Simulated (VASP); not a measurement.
Here is a VASP 6.6.1 calculation.

Contents of INCAR:

```
ALGO = Fast
EDIFF = 1E-4
EDIFFG = -0.08
ENCUT = 520
GGA = PE
IBRION = 2
ISIF = 3
ISMEAR = 0
LASPH = T
LCHARG = F
LREAL = F
LWAVE = F
NELM = 60
NSW = 24
PREC = Normal
SIGMA = 0.15
```

File KPOINTS:

```
k-points
0
Gamma
  4 4 4
```

File POSCAR:

```
NbWS4
1.0
   -2.9288067000      2.9288067000      4.4331797500
    2.9288067000     -2.9288067000      4.4331797500
    2.9288067000      2.9288067000     -4.4331797500
Nb W S
1 1 4
Direct
    0.0000000000      0.0000000000      0.0000000000
    0.2500000000      0.7500000000      0.5000000000
    0.5851146600      0.7276436100      0.5826767100
    0.1449669000      0.0024379500      0.4173232900
    0.2723563900      0.8550331000      0.8574710500
    0.9975620500      0.4148853400      0.1425289500
```

Potentials or basis: VASP PAW PBE potentials, release 64 (Nb_sv, W_sv, S).

Launch:

```sh
$ cat potpaw_PBE.64/Nb_sv/POTCAR potpaw_PBE.64/W_sv/POTCAR potpaw_PBE.64/S/POTCAR > POTCAR
$ mpirun -np 1 vasp_std > vasp.out
```

Predict the relaxed cell.

a = 6.840 Å, b = 6.840 Å, c = 6.840 Å, α = 126.29°, β = 126.29°, γ = 79.42°.

Estimate the relaxed volume.

33.50 Å³/atom.

What does it give for the band gap on the k mesh?

None (metal or under the smearing width).

Final structure:
```
CELL_PARAMETERS angstrom
-3.09020 3.09020 5.26243
3.09020 -3.09020 5.26243
3.09020 3.09020 -5.26243
ATOMIC_POSITIONS crystal
Nb 0.00000 0.00000 0.00000
W 0.25000 0.75000 0.50000
S 0.61497 0.70179 0.56701
S 0.13478 0.04795 0.43299
S 0.29821 0.86522 0.91317
S 0.95205 0.38503 0.08683
```

Caveat: the k mesh is coarse (spacing up to 0.38 Å⁻¹), so the values aren't converged; the volume moved by over 15 % at a fixed basis, so the end points are rough. The run has no spin-orbit coupling, so splittings on W are missing.
